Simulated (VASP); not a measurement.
Consider the following.

```
CELL_PARAMETERS angstrom
     -1.65973     1.65973     1.65973
      1.65973    -1.65973     1.65973
      1.65973     1.65973    -1.65973
ATOMIC_POSITIONS crystal
  Ta 0.00000 0.00000 0.00000
```

Calculation: PBE GGA, VASP's PBE PAW potentials (set 64) (plane waves; VASP). Run with 480 eV cut-off, 14×14×14 Γ-centred mesh, first-order Methfessel-Paxton smearing of 0.10 eV, potentials Ta_pv.

Energy and stress use the plane-wave basis of the starting cell.

**Question.** The ions, cell shape and volume at an external pressure of 20.0 GPa are relaxed. What does this cell relax into?

**Answer.** 
```
CELL_PARAMETERS angstrom
     -1.61384     1.61384     1.61384
      1.61384    -1.61384     1.61384
      1.61384     1.61384    -1.61384
ATOMIC_POSITIONS crystal
  Ta 0.00000 0.00000 0.00000
```
Space group Im-3m (229), at a tolerance of 0.03 Å.

**Question.** How do energy and volume change from the first to the last step?

**Answer.** The energy (σ→0) changes by +86.5 meV/atom and the volume by -8.1 %, in 5 ionic steps.

The compound is Ta in the bcc structure. This run relaxes it under an external pressure of 20 GPa. Symmetry was kept, so distortions that lower it aren't found.
